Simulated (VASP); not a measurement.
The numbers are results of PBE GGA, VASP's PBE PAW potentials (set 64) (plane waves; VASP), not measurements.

The input files of a VASP run:

File KPOINTS:
```
kpoints
0
gamma
  10 10 1
```

INCAR:
```
# general
SYSTEM  = Y
PREC    = Accurate
ENCUT   = 300
LREAL   = .FALSE.   # projection in real space or not
LASPH   = .TRUE.

# electronic loop
EDIFF   = 1E-6   # SCF stop (eV)
NELM    = 100
ALGO    = Normal   # blocked Davidson
LMAXMIX = 4   # l cut-off of mixed one-centre charges

# smearing
ISMEAR  = 0
SIGMA   = 0.2

# functional
GGA     = PE   # PBE

# ions
ISIF    = 2   # forces and stress, cell fixed

# output
LWAVE   = .FALSE.
LCHARG  = .FALSE.
```

### POSCAR
```
Y
1
    3.6375170000     0.0000000000     0.0000000000
   -1.8187590000     3.1501820000     0.0000000000
    0.0000000000     0.0000000000    24.7385000000
Y
4
Direct
  0.0000000000   0.0000000000   0.6766170000
  0.0000000000   0.0000000000   0.4411260000
  0.3333330000   0.6666670000   0.3233830000
  0.6666670000   0.3333330000   0.5588740000
```

**KPOINTS_OPT**
```
k-points along high-symmetry lines
20
Line-mode
Reciprocal
  0.000000   0.000000   0.000000 ! GAMMA
  0.500000   0.000000   0.000000 ! M

  0.500000   0.000000   0.000000 ! M
  0.333333   0.333333   0.000000 ! K

  0.333333   0.333333   0.000000 ! K
  0.000000   0.000000   0.000000 ! GAMMA
```

POTCAR, in this order: Y_sv (PBE.64 set). Program: vasp_std.

At this cut-off the stress carries a Pulay error, which pulls relaxed volumes low. The cell holds a wide vacuum, so values per volume refer to the whole cell.

### Question
Estimate the energy per atom (σ→0), largest force, band gap (over mesh and band path).

### Answer

| Item | Result |
|---|---|
| energy per atom (σ→0) | -6.060 eV/atom |
| band gap (over mesh and band path) | none (metal, semimetal or under 0.01 eV) |
| largest force | 0.00508 Ha/bohr |

### OSZICAR
```
...
DAV:  33    -0.243307822031E+02   -0.17397E-05   -0.40402E-07   448   0.695E-04    0.373E-04
DAV:  34    -0.243307823708E+02   -0.16771E-06   -0.24540E-07   420   0.415E-04
   1 F= -.24330782E+02 E0= -.24238738E+02  d E =-.184088E+00
       N       E                     dE             ncg
       N       E                     dE             ncg
       N       E                     dE             ncg
       N       E                     dE             ncg
       N       E                     dE             ncg
```

The cell is a sheet with vacuum, built from a generated structure.
